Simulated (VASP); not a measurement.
Consider the following.

```yaml
crystal:
  lattice:
    - [0.00000, 2.22360, 2.22360]
    - [2.22360, 0.00000, 2.22360]
    - [2.22360, 2.22360, 0.00000]
  atoms:
    - { symbol: Si, position: [0.00000, 0.00000, 0.00000] }
    - { symbol: C, position: [0.25000, 0.25000, 0.25000] }
```
Cell charge +0.02.

Method: PBE GGA, VASP's PBE PAW potentials (set 64) (plane waves; VASP). Numerical set-up: NELECT = 7.98, 520 eV cut-off, 9×9×9 Γ-centred mesh, Gaussian smearing of 0.050 eV, potentials Si C.

The cell is charged, with a uniform compensating background.

**Question.** What does the run give for the energy per atom (σ→0), pressure, band gap (on the k-mesh) with the smallest direct gap where there is one?

**Answer.** 
- band gap (on the k-mesh) = none (metal, semimetal or under 0.01 eV)
- energy per atom (σ→0) = -7590 meV/atom
- pressure = -10.50 GPa

Total energies compare only between runs with the same potentials, cut-off and functional.

The compound is SiC in the zinc blende structure. The cell was not relaxed at this level. The run is one of a series of settings (NELECT = 7.98 against the base run), some of them coarse on purpose.
